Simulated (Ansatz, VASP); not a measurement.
**GaAsSe3 in VASP and in Ansatz**

INCAR

```
ALGO = Normal ; EDIFF = 1E-6
EDIFFG = -0.01 ; ENCUT = 600
GGA = PE ; IBRION = 2
ISIF = 3 ; ISMEAR = 0
LASPH = T ; LCHARG = F
LREAL = F ; LWAVE = F
NELM = 80 ; NSW = 100
PREC = Accurate ; SIGMA = 0.1
```

KPOINTS

```
k-points
0
Gamma
  8 8 8
```

POSCAR

```
GaAsSe3
1.0
    5.1212403147      0.0000000000      0.0000000000
    0.0000000000      5.1212403147      0.0000000000
    0.0000000000      0.0000000000      5.1212403147
Ga As Se
1 1 3
Direct
    0.0000000000      0.0000000000      0.0000000000
    0.5000000000      0.5000000000      0.5000000000
    0.0000000000      0.5000000000      0.5000000000
    0.5000000000      0.5000000000      0.0000000000
    0.5000000000      0.0000000000      0.5000000000
```

Input for Ansatz:

```yaml
crystal:
  lattice:
    - [5.1212403147, 0.0, 0.0]
    - [0.0, 5.1212403147, 0.0]
    - [0.0, 0.0, 5.1212403147]
  atoms:
    - { symbol: Ga, position: [0.0, 0.0, 0.0] }
    - { symbol: As, position: [0.5, 0.5, 0.5] }
    - { symbol: Se, position: [0.0, 0.5, 0.5] }
    - { symbol: Se, position: [0.5, 0.5, 0.0] }
    - { symbol: Se, position: [0.5, 0.0, 0.5] }
basis:
  ecutwfc: 420
kpoints:
  mp_grid: { grid: [8, 8, 8] }
hamiltonian:
  xc: pbe
scf:
  occupations: { method: gaussian, width: 0.1 }
output:
  forces: true
  stress: true
  eigenvalues: true
relax:
  adjacent_minimum: "off"
  f_tol: 0.01
  max_steps: 80
  cell: { stress_tol: 0.05 }
```

Change from the starting cell: species swapped into the Sc3SnC type (Pm-3m, No. 221).

Alike in both runs: task relaxation of cell and atoms; functional PBE; k mesh 8 × 8 × 8; occupations gaussian, width 0.1 eV; no spin polarisation.

|  | VASP | Ansatz |
| --- | --- | --- |
| version | VASP 6.6.1 | Ansatz 0.2.0 |
| potentials or method | VASP PAW PBE potentials, release 64 (Ga_d, As, Se) | scalar-relativistic, plane waves, PAW |
| plane-wave cutoff (eV) | 600 | 420 |
| valence electrons in the cell | 36 | 76 |

Ansatz gave:

```
gap on the k mesh at the Fermi level, each at its own relaxed structure (eV) : none
relaxed volume (Å³/atom)                                                     : 26.63
relaxed cell length with the largest relative difference (Å)                 : 5.106
```

Q: Which values does VASP return?

A: gap on the k mesh at the Fermi level, each at its own relaxed structure (eV): none; relaxed volume (Å³/atom): 26.67; relaxed cell length with the largest relative difference (Å): 5.109.

A gap of «none» marks a metal or a gap that the smearing closes. The two sets of potentials don't hold the same shells in valence.
